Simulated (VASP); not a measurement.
# ScAl3: structure and properties in VASP, part 6 of 6

How well does BLYP reproduce what experiment finds for ScAl3? The cell is relaxed first, and properties follow on it. The start is a computed cell from the Materials Project.

VASP 6.6.1; BLYP; plane waves and PAW (Sc_sv, Al).

Still holding for the runs below: The k-mesh is coarse for a metal.

So far. Step 12 (Volume scan with BLYP, volume scale 0.98): The run ends at a pressure of 1.57 GPa.

### 13. Volume scan with BLYP, volume scale 1

Contents of INCAR:

```
SYSTEM = ScAl3
PREC = Accurate
ENCUT = 400
EDIFF = 1E-06
NELM = 100
ISMEAR = -1
SIGMA = 0.05
LREAL = .FALSE.
ALGO = Normal
GGA = B5
ALDAX = 1
AGGAX = 1
AGGAC = 1
ALDAC = 0
NBANDS = 16
LORBIT = 11
LWAVE = .FALSE.
LCHARG = .FALSE.
KPAR = 2
ISIF = 2
```

Contents of POSCAR:

```
ScAl3
1.0
    4.1516531660      0.0000000000      0.0000000000
    0.0000000000      4.1516531660      0.0000000000
    0.0000000000      0.0000000000      4.1516531660
Sc Al
1 3
Direct
    0.0000000000      0.0000000000      0.0000000000
    0.5000000000      0.5000000000      0.0000000000
    0.0000000000      0.5000000000      0.5000000000
    0.5000000000      0.0000000000      0.5000000000
```

Contents of KPOINTS:

```
Automatic mesh
0
Gamma
7 7 7
0 0 0
```

Potentials, in the order of the species: Sc_sv and Al (PBE family, release 64).

Command:

```
$ mpirun -np 2 vasp_std
```

The log of the run:

```text
[... set-up lines as in an earlier step ...]
 entering main loop
       N       E                     dE             d eps       ncg     rms          rms(c)
[... 13 cycles as in an earlier step ...]
   1 F= -.15300523E+02 E0= -.15294150E+02  d E =-.127467E-01
```

Run time: 15 s. Hardware: 2 MPI ranks of AMD EPYC 7R43, shared host; peak memory 0.25 GiB; 27 s of CPU time.

Parts of OUTCAR (step 13):

```text
[... 6 parts as in an earlier step ...]

[... 1 further part left out ...]
[key lines of the parts left out:]
E-fermi :   7.2349
```

The pressure falls from 1.57 to -0.02 GPa.

The run ends at a pressure of -0.02 GPa.

### 14. Volume scan with BLYP, volume scale 1.02

INCAR is that of step 13.

Contents of POSCAR:

```
ScAl3
1.0
    4.1791483591      0.0000000000      0.0000000000
    0.0000000000      4.1791483591      0.0000000000
    0.0000000000      0.0000000000      4.1791483591
Sc Al
1 3
Direct
    0.0000000000      0.0000000000      0.0000000000
    0.5000000000      0.5000000000      0.0000000000
    0.0000000000      0.5000000000      0.5000000000
    0.5000000000      0.0000000000      0.5000000000
```

KPOINTS is that of step 13.

Command:

```
$ mpirun -np 2 vasp_std
```

The log of the run:

```text
[... set-up lines as in an earlier step ...]
 entering main loop
       N       E                     dE             d eps       ncg     rms          rms(c)
DAV:   1     0.935846998748E+02    0.93585E+02   -0.72040E+03   648   0.915E+02
DAV:   2    -0.117607154028E+02   -0.10535E+03   -0.10310E+03   664   0.283E+02
DAV:   3    -0.161131832604E+02   -0.43525E+01   -0.41706E+01   952   0.510E+01
DAV:   4    -0.162199781584E+02   -0.10679E+00   -0.10676E+00   808   0.900E+00
[...]
DAV:  11    -0.152945662229E+02    0.20295E-03   -0.18556E-03  1072   0.419E-01    0.191E-02
DAV:  12    -0.152945642282E+02    0.19946E-05   -0.40436E-05   984   0.635E-02    0.609E-03
DAV:  13    -0.152945632572E+02    0.97100E-06   -0.36849E-06   784   0.162E-02
   1 F= -.15294563E+02 E0= -.15287920E+02  d E =-.132861E-01
```

It took 14 s on 2 MPI ranks; peak memory 0.25 GiB.

OUTCAR, selected parts (step 14):

```text
  Total       -0.6608702     -0.6608702     -0.6608702      0.0000000     -0.0000000      0.0000000
  in kB      -14.5065257    -14.5065257    -14.5065257      0.0000000     -0.0000000      0.0000000
  external PRESSURE =     -14.5065257 kB  Pullay stress =       0.0000000 kB

 POSITION                                       TOTAL-FORCE (eV/Angst)
 -----------------------------------------------------------------------------------
      0.00000      0.00000      0.00000         0.000000      0.000000      0.000000
      2.08957      2.08957      0.00000         0.000000      0.000000      0.000000
      0.00000      2.08957      2.08957         0.000000      0.000000      0.000000
      2.08957      0.00000      2.08957         0.000000      0.000000      0.000000
 -----------------------------------------------------------------------------------
    total drift:                               -0.000000     -0.000000     -0.000000

  FREE ENERGIE OF THE ION-ELECTRON SYSTEM (eV)
  ---------------------------------------------------
  free  energy   TOTEN  =       -15.2945632572 eV

  energy  without entropy=      -15.2812771081  energy(sigma->0) =      -15.28792018

[... 1 part as in an earlier step ...]

[... 2 further parts left out ...]
[key lines of the parts left out:]
E-fermi :   7.0651
```

The pressure falls from -0.02 to -1.45 GPa.

The run ends at a pressure of -1.45 GPa.

### 15. Volume scan with BLYP, volume scale 1.04

INCAR is that of step 14.

Contents of POSCAR:

```
ScAl3
1.0
    4.2062864465      0.0000000000      0.0000000000
    0.0000000000      4.2062864465      0.0000000000
    0.0000000000      0.0000000000      4.2062864465
Sc Al
1 3
Direct
    0.0000000000      0.0000000000      0.0000000000
    0.5000000000      0.5000000000      0.0000000000
    0.0000000000      0.5000000000      0.5000000000
    0.5000000000      0.0000000000      0.5000000000
```

KPOINTS is that of step 14.

Command:

```
$ mpirun -np 2 vasp_std
```

The log of the run:

```text
[... set-up lines as in an earlier step ...]
 entering main loop
       N       E                     dE             d eps       ncg     rms          rms(c)
DAV:   1     0.919534974185E+02    0.91953E+02   -0.70647E+03   648   0.898E+02
DAV:   2    -0.119323613746E+02   -0.10389E+03   -0.10230E+03   640   0.284E+02
DAV:   3    -0.161367425452E+02   -0.42044E+01   -0.41109E+01   960   0.512E+01
DAV:   4    -0.162313197102E+02   -0.94577E-01   -0.94510E-01   880   0.880E+00
[...]
DAV:  12    -0.152764808930E+02   -0.59625E-05   -0.44504E-05   864   0.391E-02    0.991E-03
DAV:  13    -0.152764775498E+02    0.33432E-05   -0.17299E-05   992   0.361E-02    0.180E-03
DAV:  14    -0.152764777245E+02   -0.17466E-06   -0.45684E-07   432   0.458E-03
   1 F= -.15276478E+02 E0= -.15269447E+02  d E =-.140605E-01
```

Wall time 15 s (2 MPI ranks); peak memory 0.23 GiB.

OUTCAR, selected parts (step 15):

```text
  Total       -1.2663073     -1.2663073     -1.2663073      0.0000000     -0.0000000     -0.0000000
  in kB      -27.2617144    -27.2617144    -27.2617144      0.0000000     -0.0000000     -0.0000000
  external PRESSURE =     -27.2617144 kB  Pullay stress =       0.0000000 kB

 POSITION                                       TOTAL-FORCE (eV/Angst)
 -----------------------------------------------------------------------------------
      0.00000      0.00000      0.00000         0.000000      0.000000      0.000000
      2.10314      2.10314      0.00000         0.000000      0.000000      0.000000
      0.00000      2.10314      2.10314         0.000000      0.000000      0.000000
      2.10314      0.00000      2.10314         0.000000      0.000000      0.000000
 -----------------------------------------------------------------------------------
    total drift:                               -0.000000     -0.000000     -0.000000

  FREE ENERGIE OF THE ION-ELECTRON SYSTEM (eV)
  ---------------------------------------------------
  free  energy   TOTEN  =       -15.2764777245 eV

  energy  without entropy=      -15.2624172348  energy(sigma->0) =      -15.26944748

[... 1 part as in an earlier step ...]

[... 2 further parts left out ...]
[key lines of the parts left out:]
E-fermi :   6.8997
```

The pressure falls from -1.45 to -2.73 GPa.

The run ends at a pressure of -2.73 GPa.

### 16. Volume scan with BLYP, volume scale 1.06

A prediction first. A parabola through the 6 pressures of evenly scaled cells so far, P = -0.02 -75.7 t +175 t² GPa with t = ln(V/V₁) and V₁ the volume at scale 1, gives -3.84 GPa at t = +0.0583.

INCAR is that of step 15.

Contents of POSCAR:

```
ScAl3
1.0
    4.2330788023      0.0000000000      0.0000000000
    0.0000000000      4.2330788023      0.0000000000
    0.0000000000      0.0000000000      4.2330788023
Sc Al
1 3
Direct
    0.0000000000      0.0000000000      0.0000000000
    0.5000000000      0.5000000000      0.0000000000
    0.0000000000      0.5000000000      0.5000000000
    0.5000000000      0.0000000000      0.5000000000
```

KPOINTS is that of step 15.

Command:

```
$ mpirun -np 2 vasp_std
```

The log of the run:

```text
[... set-up lines as in an earlier step ...]
 entering main loop
       N       E                     dE             d eps       ncg     rms          rms(c)
DAV:   1     0.914494042090E+02    0.91449E+02   -0.72042E+03   640   0.911E+02
DAV:   2    -0.115811300432E+02   -0.10303E+03   -0.10129E+03   648   0.279E+02
DAV:   3    -0.161562658390E+02   -0.45751E+01   -0.43594E+01  1000   0.515E+01
DAV:   4    -0.162333458567E+02   -0.77080E-01   -0.77007E-01   848   0.722E+00
[...]
DAV:  12    -0.152477444832E+02   -0.29497E-05   -0.34798E-05   856   0.472E-02    0.607E-03
DAV:  13    -0.152477433072E+02    0.11760E-05   -0.11841E-05  1048   0.312E-02    0.244E-03
DAV:  14    -0.152477434464E+02   -0.13912E-06   -0.13063E-06   520   0.133E-02
   1 F= -.15247743E+02 E0= -.15240207E+02  d E =-.150737E-01
```

Run time: 15 s. Hardware: 2 MPI ranks; peak memory 0.25 GiB; 28 s of CPU time.

OUTCAR, selected parts (step 16):

```text
  Total       -1.8297447     -1.8297447     -1.8297447      0.0000000     -0.0000000     -0.0000000
  in kB      -38.6484452    -38.6484452    -38.6484452      0.0000000     -0.0000000     -0.0000000
  external PRESSURE =     -38.6484452 kB  Pullay stress =       0.0000000 kB

 POSITION                                       TOTAL-FORCE (eV/Angst)
 -----------------------------------------------------------------------------------
      0.00000      0.00000      0.00000         0.000000      0.000000      0.000000
      2.11654      2.11654      0.00000         0.000000      0.000000      0.000000
      0.00000      2.11654      2.11654         0.000000      0.000000      0.000000
      2.11654      0.00000      2.11654         0.000000      0.000000      0.000000
 -----------------------------------------------------------------------------------
    total drift:                               -0.000000     -0.000000     -0.000000

  FREE ENERGIE OF THE ION-ELECTRON SYSTEM (eV)
  ---------------------------------------------------
  free  energy   TOTEN  =       -15.2477434464 eV

  energy  without entropy=      -15.2326696980  energy(sigma->0) =      -15.24020657

[... 1 part as in an earlier step ...]

[... 2 further parts left out ...]
[key lines of the parts left out:]
E-fermi :   6.7381
```

The pressure falls from -2.73 to -3.86 GPa. The parabola predicted -3.84 GPa, +0.03 GPa off.

### 17. Comparing the runs

Times are for 2 MPI ranks of AMD EPYC 7R43, shared host. Results by setting:

```
no.  volume scale  energy above the lowest point (meV/atom)  pressure (GPa)  time  memory (GiB)
  1          0.94                                     17.31           5.330  14 s          0.24
  2          0.96                                      7.49           3.350  14 s          0.24
  3          0.98                                      1.86           1.573  13 s          0.25
  4             1                                         0        -0.02013  15 s          0.25
  5          1.02                                      1.56          -1.451  14 s          0.25
  6          1.04                                      6.18          -2.726  15 s          0.23
  7          1.06                                     13.49          -3.865  15 s          0.25
```

### 18. Fit for BLYP

This step: Birch-Murnaghan fit, BLYP; plane waves and PAW (VASP 6.6.1).

This step runs nothing: it gathers the runs above.

This step gave:

- pressure derivative of the bulk modulus: 4.394
- r.m.s. error of the fit: 9.10e-6 eV/atom
- minimum inside the sampled range: yes
- bulk modulus: 75.73 GPa
- equilibrium volume of the fit: 17.90 Å³/atom

Table of energy above the fitted minimum by volume:

```
volume (Å³/atom)  energy above the fitted minimum (eV/atom)
          16.816                                     0.0173
          17.174                                    0.00748
          17.532                                    0.00185
          17.890                                    -1.1e-5
          18.247                                    0.00155
          18.605                                    0.00616
          18.963                                     0.0135
```

The fitted volume lies +0.05 % from the relaxed one.

### 19. A single point (BLYP), changed input

This step: BLYP; plane waves and PAW (Sc_sv, Al) (VASP 6.6.1).

This run is made with a changed input; what comes of it follows.

INCAR, as its differences from that of step 16:

```diff
@@ -4,4 +4,4 @@
 EDIFF = 1E-06
-NELM = 100
-ISMEAR = -1
+NELM = 52
+ISMEAR = -5
 SIGMA = 0.05
```

Contents of POSCAR:

```
ScAl3
1.0
    4.1516531660      0.0000000000      0.0000000000
    0.0000000000      4.1516531660      0.0000000000
    0.0000000000      0.0000000000      4.1516531660
Sc Al
1 3
Direct
    0.0000000000      0.0000000000      0.0000000000
    0.5000000000      0.5000000000      0.0000000000
    0.0000000000      0.5000000000      0.5000000000
    0.5000000000      0.0000000000      0.5000000000
```

Contents of KPOINTS:

```
Automatic mesh
0
Gamma
1 1 1
0 0 0
```

Command:

```
$ mpirun -np 2 vasp_std
```

The log of the run:

```text
[banner, memory and clock lines left out]
running    2 mpi-ranks, on    1 nodes
[...]
|                                                                             |
|               ----> ADVICE to this user running VASP <----                  |
|                                                                             |
|     You enforced a specific xc type in the INCAR file but a different       |
|     [... a line on the potential file left out ...]
|     I HOPE YOU KNOW WHAT YOU ARE DOING!                                     |
|                                                                             |

 LDA part: xc-table for (Slater(with rela. corr.)+VWN5), standard interpolation
|                                                                             |
|     EEEEEEE  RRRRRR   RRRRRR   OOOOOOO  RRRRRR      ###     ###     ###     |
|     E        R     R  R     R  O     O  R     R     ###     ###     ###     |
|     E        R     R  R     R  O     O  R     R     ###     ###     ###     |
|     EEEEE    RRRRRR   RRRRRR   O     O  RRRRRR       #       #       #      |
|     E        R   R    R   R    O     O  R   R                               |
|     E        R    R   R    R   O     O  R    R      ###     ###     ###     |
|     EEEEEEE  R     R  R     R  OOOOOOO  R     R     ###     ###     ###     |
|                                                                             |
|     IBZKPT: tetrahedron method fails for NKPT<4. NKPT = 1                   |
|                                                                             |
|       ---->  I REFUSE TO CONTINUE WITH THIS SICK JOB ... BYE!!! <----       |
|                                                                             |

1
1
```

Elapsed: 2.8 s, on 2 MPI ranks.

The input was rejected at the start.

VASP's message: “IBZKPT: tetrahedron method fails for NKPT<4. NKPT = 1”. No number of this run is used.

The fault in the input: tetrahedra on too few k points (ISMEAR = -5 and k-mesh = [1, 1, 1]). Use more k-points.

### 20. Results

| Quantity | Value |
| --- | --- |
| relaxed volume | 17.89 Å³/atom |
| relaxed conventional cell a, b, c | 4.152, 4.152, 4.152 Å |
| space group after relaxing, within 0.02 Å | Pm-3m (No. 221) |
| band gap | none, a metal |
| DOS at the Fermi level | 1.85 states/eV/cell |
| highest zone-centre mode | 300 cm⁻¹ |
| largest field gradient Vzz | 19.86 V/Å² on Al2 |
| shallowest level of the frozen cores | Al2 2p, 64.8 eV deep |
| bulk modulus from the fit | 75.7 GPa |
| volume from the fit | 17.9 Å³/atom |

**Reading.** With BLYP, ScAl3 relaxes to 17.89 Å³/atom in space group Pm-3m (held by the symmetry of the run), comes out as a metal and has a bulk modulus of 75.7 GPa. Band structure (BLYP): Of the bands kept, 2 cross the Fermi level on this path. Zone-centre phonons (BLYP): The highest mode in this list at Γ, 299.6 cm⁻¹, has its largest share on Al (58 % of the kinetic energy). The k-sampling is coarse for a metal, so the Fermi level, pressures and the shape of the cell carry errors. Modes at Γ alone can't show that the crystal is stable at other wave vectors. No search among competing phases was made, and a listed structure need not be the one stable at ambient conditions. All values are for a static lattice at zero temperature.

Comparison with the measured values:

| quantity | measured | BLYP |
| --- | --- | --- |
| lattice constant a (Å) | 4.103 | 4.152 (+1.2 %) |

Measured values from pmc:8067998 (2021).

**Verdict.** The lattice constant a is off by +1.2 %: fair agreement. The grades are ours: good and fair within 0.7 and 1.5 % for the lattice constant a. For lattice constants the calculation has a static lattice, without zero-point motion or thermal expansion (measured at up to 300 K). As a rule both would widen the computed cell, so the excess over experiment is if anything larger than shown.

[Lines on the potential files, build, host, timing and source positions are cut from VASP's logs without a mark.]

[Logs are printed without paths, hosts, clocks, repeated set-up lines and the standing remarks that a program may print on its own settings, such as how far it seeks lower states.]

[Hosts, paths, dates, database ids (printed as entryN), source tags and the programs' standing remarks are cut or masked in the printed files.]

[A measured line is paired with the nearest computed mode of its activity, which favours agreement.]
